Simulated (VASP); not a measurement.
Energy against volume of Li (bcc). Computed with AM05 GGA, VASP's PBE PAW potentials (set 64) (plane waves; VASP 6.6.1). Settings: 520 eV cut-off, 15×15×15 Γ-centred mesh, first-order Methfessel-Paxton smearing of 0.10 eV, potentials Li_sv.

```
V (Å³/atom)  E (eV/atom)
-----------  -----------
19.276          -1.90483
19.891          -1.90798
20.506          -1.90937
21.121          -1.90918
```

Task: Fit these four points and predict the energy of the run at 21.737 Å³/atom.

Result: A cubic in V^(−2/3), the third-order Birch-Murnaghan form, passes through the four points with V0 = 20.73 Å³/atom and B0 = 13 GPa, and gives -1.9076 eV/atom there. The run gave -1.9076 eV/atom, -0.0 meV/atom from the fit; all five points give B0 = 13 GPa.

The compound is Li in the bcc structure. It was relaxed first.
